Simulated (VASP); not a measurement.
These are r2SCAN meta-GGA, VASP's PBE PAW potentials (set 64) (plane waves; VASP) values and carry that method's errors.

Input for VASP

File KPOINTS:
```
Automatic mesh
0
Gamma
5 5 5
0 0 0
```

### POSCAR
```
MgZn3S4
1
    5.4489299783    -0.0000000000    -0.0000000000
   -0.0000000000     5.4489299783     0.0000000000
    0.0000000000     0.0000000000     5.4489299783
Mg Zn S
1 3 4
Direct
  0.5000000000   0.5000000000   0.5000000000
  1.0000000000   0.0000000000   0.5000000000
  0.5000000000   0.0000000000   0.0000000000
  1.0000000000   0.5000000000   0.0000000000
  0.7561727823   0.7561727823   0.2438272177
  0.7561727823   0.2438272177   0.7561727823
  0.2438272177   0.2438272177   0.2438272177
  0.2438272177   0.7561727823   0.7561727823
```

**INCAR**
```
# general
SYSTEM  = MgZn3S4
PREC    = Accurate
ENCUT   = 400
LREAL   = .FALSE.
LASPH   = .TRUE.
NBANDS  = 111

# electronic loop
EDIFF   = 1E-7
NELM    = 100
ALGO    = Normal
LMAXMIX = 4
LMIXTAU = .TRUE.

# smearing
ISMEAR  = 0
SIGMA   = 0.01

# functional
METAGGA = R2SCAN

# output
LWAVE   = .FALSE.
LCHARG  = .FALSE.
NEDOS   = 1001

# other
LOPTICS = .TRUE.
LPEAD   = .TRUE.
CSHIFT  = 0.1
```

POTCAR, in this order: Mg Zn S (PBE.64 set). Program: vasp_std.

Output of the run:

**OUTCAR**
```
 ion  position               nearest neighbor table
   1  0.500  0.500  0.500-   5 2.42   6 2.42   7 2.42   8 2.42
   2  0.000  0.000  0.500-   5 2.34   6 2.34   7 2.34   8 2.34
   3  0.500  0.000  0.000-   5 2.34   6 2.34   7 2.34   8 2.34
   4  0.000  0.500  0.000-   5 2.34   6 2.34   7 2.34   8 2.34
   5  0.756  0.756  0.244-   2 2.34   3 2.34   4 2.34   1 2.42
   6  0.756  0.244  0.756-   2 2.34   3 2.34   4 2.34   1 2.42
   7  0.244  0.244  0.244-   2 2.34   3 2.34   4 2.34   1 2.42
   8  0.244  0.756  0.756-   2 2.34   3 2.34   4 2.34   1 2.42
  LATTYP: Found a simple cubic cell.
 ALAT       =     5.4489299783
 Subroutine PRICEL returns:
 Original cell was already a primitive cell.
 Subroutine GETGRP returns: Found 24 space group operations
The static configuration has the point symmetry T_d .
The dynamic configuration has the point symmetry T_d .
 Subroutine INISYM returns: Found 24 space group operations
 Subroutine IBZKPT returns following result:
 Found     10 irreducible k-points:

 Following reciprocal coordinates:
            Coordinates               Weight
  0.000000  0.000000  0.000000      1.000000
  0.200000  0.000000  0.000000      6.000000
  0.400000  0.000000  0.000000      6.000000
...
```

OSZICAR:
```
       N       E                     dE             d eps       ncg     rms          rms(c)
DAV:   1     0.401806288697E+03    0.40181E+03   -0.16801E+04  2236   0.527E+02
DAV:   2    -0.100738028155E+02   -0.41188E+03   -0.35245E+03  2252   0.163E+02
DAV:   3    -0.804082935494E+02   -0.70334E+02   -0.66602E+02  2573   0.645E+01
DAV:   4    -0.829342700433E+02   -0.25260E+01   -0.25135E+01  2560   0.129E+01
DAV:   5    -0.829487262145E+02   -0.14456E-01   -0.14454E-01  2560   0.966E-01    0.132E+01
DAV:   6    -0.747631978029E+02    0.81855E+01   -0.21729E+00  2739   0.201E+01    0.112E+01
DAV:   7    -0.708838585226E+02    0.38793E+01   -0.14829E+00  2424   0.510E+00    0.663E+00
DAV:   8    -0.718754121365E+02   -0.99155E+00   -0.37578E-01  2332   0.232E+00    0.207E+00
DAV:   9    -0.716377786694E+02    0.23763E+00   -0.24573E-01  2276   0.162E+00    0.171E+00
DAV:  10    -0.718668570633E+02   -0.22908E+00   -0.13596E-01  2269   0.973E-01    0.819E-01
DAV:  11    -0.719417708005E+02   -0.74914E-01   -0.28873E-02  2360   0.494E-01    0.253E-01
DAV:  12    -0.719446778041E+02   -0.29070E-02   -0.20625E-03  2494   0.127E-01    0.113E-01
DAV:  13    -0.719435823003E+02    0.10955E-02   -0.14692E-03  2353   0.111E-01    0.791E-02
DAV:  14    -0.719451857730E+02   -0.16035E-02   -0.37576E-04  2353   0.692E-02    0.290E-02
DAV:  15    -0.719454429675E+02   -0.25719E-03   -0.14324E-04  2353   0.384E-02    0.103E-02
DAV:  16    -0.719455039090E+02   -0.60942E-04   -0.22815E-05  2440   0.150E-02    0.112E-02
DAV:  17    -0.719455078976E+02   -0.39885E-05   -0.17867E-06  2465   0.499E-03    0.462E-03
DAV:  18    -0.719455079494E+02   -0.51852E-07   -0.25942E-07  2512   0.185E-03
   1 F= -.71945508E+02 E0= -.71945508E+02  d E =-.201564E-30
 imaginary and real dielectric function
```

File OUTCAR:
```
------------------------ aborting loop because EDIFF is reached ----------------------------------------
  FORCE on cell =-STRESS in cart. coord.  units (eV):
  Direction    XX          YY          ZZ          XY          YZ          ZX
  --------------------------------------------------------------------------------------
  Total       -0.0122851     -0.0122851     -0.0122851      0.0000000      0.0000000     -0.0000000
  in kB       -0.1216623     -0.1216623     -0.1216623      0.0000000      0.0000000     -0.0000000
  external PRESSURE =      -0.1216623 kB  Pullay stress =       0.0000000 kB
  volume of cell :      161.78
      direct lattice vectors                 reciprocal lattice vectors
     5.448929978  0.000000000  0.000000000     0.183522270  0.000000000  0.000000000
     0.000000000  5.448929978  0.000000000     0.000000000  0.183522270  0.000000000
     0.000000000  0.000000000  5.448929978     0.000000000  0.000000000  0.183522270
 POSITION                                       TOTAL-FORCE (eV/Angst)
 -----------------------------------------------------------------------------------
      2.72446      2.72446      2.72446        -0.000000      0.000000     -0.000000
      0.00000      0.00000      2.72446        -0.000000      0.000000     -0.000000
      2.72446      0.00000      0.00000        -0.000000      0.000000     -0.000000
      0.00000      2.72446      0.00000        -0.000000      0.000000     -0.000000
      4.12033      4.12033      1.32860        -0.009469     -0.009469      0.009469
      4.12033      1.32860      4.12033        -0.009469      0.009469     -0.009469
      1.32860      1.32860      1.32860         0.009469      0.009469      0.009469
      1.32860      4.12033      4.12033         0.009469     -0.009469     -0.009469
 -----------------------------------------------------------------------------------
    total drift:                                0.000000      0.000000     -0.000000
  FREE ENERGIE OF THE ION-ELECTRON SYSTEM (eV)
  ---------------------------------------------------
  free  energy   TOTEN  =       -71.9455079494 eV

  energy  without entropy=      -71.9455079494  energy(sigma->0) =      -71.94550795

 plasma frequency squared (from intraband transitions) (eV^2)
  --------------------------------------------------------------------------------------
       0.000       0.000       0.000
       0.000       0.000       0.000
       0.000       0.000       0.000

 plasma frequency squared (from interband transitions, int dw w eps(2)(w)) (eV^2)
  --------------------------------------------------------------------------------------
     299.053       0.000       0.000       0.000      -0.000       0.000
       0.000      -0.000     299.053       0.000       0.000       0.000
      -0.000      -0.000       0.000      -0.000     299.053       0.000
```
(Selected blocks of OUTCAR.)

The dielectric response may not be converged in the k-mesh; for small gaps it tends to come out too large.

The structure comes from a computed database's MgZn3S4 entry (P-43m); how it stands against other phases isn't given here. It was relaxed first.
